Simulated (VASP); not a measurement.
Level of theory: MS2 meta-GGA, VASP's PBE PAW potentials (set 64) (plane waves; VASP 6.6.1).

VASP input:

### INCAR
```
ALGO=Normal
EDIFF=1E-7
EDIFFG=-0.01
ENCUT=520
IBRION=2
ISIF=4
ISMEAR=0
LASPH=T
LCHARG=F
LMAXMIX=4
LMIXTAU=T
LREAL=F
LWAVE=F
METAGGA=MS2
NELM=100
NSW=30
PREC=Accurate
SIGMA=0.05
SYSTEM=CdS
```

KPOINTS:
```
Automatic mesh
0
Gamma
6 6 4
0 0 0
```

### POSCAR
```
CdS
1.0
  2.0842442560  -3.6100167715   0.0000000000
  2.0842442560   3.6100167715   0.0000000000
  0.0000000000   0.0000000000   6.7690096331
Cd S
2 2
direct
  0.6666670000   0.3333330000   0.4999910596
  0.3333330000   0.6666670000   0.9999910596
  0.6666670000   0.3333330000   0.8770089404
  0.3333330000   0.6666670000   0.3770089404
```

POTCAR, in this order: Cd S (PBE.64 set). Program: vasp_std.

What VASP printed:

### OUTCAR
```
 ion  position               nearest neighbor table
   1  0.667  0.333  0.500-   4 2.55   4 2.55   4 2.55   3 2.55
   2  0.333  0.667  1.000-   3 2.55   3 2.55   3 2.55   4 2.55
   3  0.667  0.333  0.877-   2 2.55   2 2.55   2 2.55   1 2.55
   4  0.333  0.667  0.377-   1 2.55   1 2.55   1 2.55   2 2.55
  LATTYP: Found a hexagonal cell.
 ALAT       =     4.1684883602
 C/A-ratio  =     1.6238523532
 Subroutine PRICEL returns:
 Original cell was already a primitive cell.
 Subroutine GETGRP returns: Found 12 space group operations
The static configuration has the point symmetry C_3v.
 The point group associated with its full space group is C_6v.
The dynamic configuration has the point symmetry C_3v.
 Subroutine INISYM returns: Found 12 space group operations
 Subroutine IBZKPT returns following result:
 Found     21 irreducible k-points:

 Following reciprocal coordinates:
            Coordinates               Weight
  0.000000  0.000000  0.000000      1.000000
  0.166667 -0.000000  0.000000      6.000000
  0.333333 -0.000000  0.000000      6.000000
  0.500000  0.000000  0.000000      3.000000
  0.166667  0.166667  0.000000      6.000000
...
```

### OSZICAR
```
       N       E                     dE             d eps       ncg     rms          rms(c)
DAV:   1     0.217922287394E+03    0.21792E+03   -0.16605E+04   924   0.142E+03
DAV:   2    -0.317796195212E+02   -0.24970E+03   -0.24324E+03   990   0.350E+02
DAV:   3    -0.468593511560E+02   -0.15080E+02   -0.15021E+02  1122   0.877E+01
DAV:   4    -0.470213426751E+02   -0.16199E+00   -0.16190E+00  1056   0.942E+00
DAV:   5    -0.470235979228E+02   -0.22552E-02   -0.22551E-02  1146   0.104E+00    0.210E+01
DAV:   6    -0.201297933215E+02    0.26894E+02   -0.64113E+01   948   0.118E+02    0.153E+01
DAV:   7    -0.166813866264E+02    0.34484E+01   -0.40584E+00   948   0.206E+01    0.879E+00
DAV:   8    -0.184897694816E+02   -0.18084E+01   -0.42320E+00   924   0.235E+01    0.340E+00
DAV:   9    -0.157851297380E+02    0.27046E+01   -0.19195E+00   924   0.151E+01    0.126E+00
DAV:  10    -0.148881381062E+02    0.89699E+00   -0.16653E+00   924   0.122E+01    0.113E+00
DAV:  11    -0.156589200922E+02   -0.77078E+00   -0.84267E-01   924   0.914E+00    0.345E-01
DAV:  12    -0.156596629195E+02   -0.74283E-03   -0.78130E-02   948   0.296E+00    0.788E-01
DAV:  13    -0.156570653297E+02    0.25976E-02   -0.91929E-02   936   0.339E+00    0.167E-01
DAV:  14    -0.156586666528E+02   -0.16013E-02   -0.90929E-04  1116   0.301E-01    0.147E-01
DAV:  15    -0.156595551769E+02   -0.88852E-03   -0.37071E-04   960   0.188E-01    0.140E-01
DAV:  16    -0.156612188506E+02   -0.16637E-02   -0.67749E-04   936   0.323E-01    0.916E-02
DAV:  17    -0.156613128282E+02   -0.93978E-04   -0.14988E-04   942   0.138E-01    0.473E-02
DAV:  18    -0.156613277814E+02   -0.14953E-04   -0.33095E-05  1014   0.609E-02    0.178E-02
DAV:  19    -0.156613513103E+02   -0.23529E-04   -0.39182E-05   954   0.639E-02    0.835E-03
DAV:  20    -0.156613525656E+02   -0.12552E-05   -0.58825E-07  1060   0.675E-03    0.820E-03
DAV:  21    -0.156613522994E+02    0.26615E-06   -0.42332E-07   972   0.691E-03    0.597E-03
DAV:  22    -0.156613531965E+02   -0.89705E-06   -0.33977E-07   786   0.507E-03    0.183E-03
DAV:  23    -0.156613525686E+02    0.62789E-06   -0.75298E-08   732   0.326E-03    0.103E-03
DAV:  24    -0.156613531810E+02   -0.61246E-06   -0.99679E-08   612   0.386E-03    0.886E-04
DAV:  25    -0.156613530083E+02    0.17278E-06   -0.12765E-08   498   0.110E-03    0.524E-04
DAV:  26    -0.156613530876E+02   -0.79329E-07   -0.64201E-09   498   0.872E-04
   1 F= -.15661353E+02 E0= -.15661353E+02  d E =-.156614E+02
```

File OUTCAR:
```
------------------------ aborting loop because EDIFF is reached ----------------------------------------
  FORCE on cell =-STRESS in cart. coord.  units (eV):
  Direction    XX          YY          ZZ          XY          YZ          ZX
  --------------------------------------------------------------------------------------
  Total        0.0093689      0.0093689      0.0279573      0.0000000      0.0000000     -0.0000000
  in kB        0.1473625      0.1473625      0.4397371      0.0000000      0.0000000     -0.0000000
  external PRESSURE =       0.2448207 kB  Pullay stress =       0.0000000 kB
  volume of cell :      101.86
      direct lattice vectors                 reciprocal lattice vectors
     2.084244256 -3.610016772  0.000000000     0.239895108 -0.138503512  0.000000000
     2.084244256  3.610016772  0.000000000     0.239895108  0.138503512  0.000000000
     0.000000000  0.000000000  6.769009633     0.000000000  0.000000000  0.147732099
  FREE ENERGIE OF THE ION-ELECTRON SYSTEM (eV)
  ---------------------------------------------------
  free  energy   TOTEN  =       -15.6613530876 eV

  energy  without entropy=      -15.6613530876  energy(sigma->0) =      -15.66135309

 reached required accuracy - stopping structural energy minimisation
```
(Selected blocks of OUTCAR.)

The compound is CdS in the wurtzite structure. It was relaxed first.
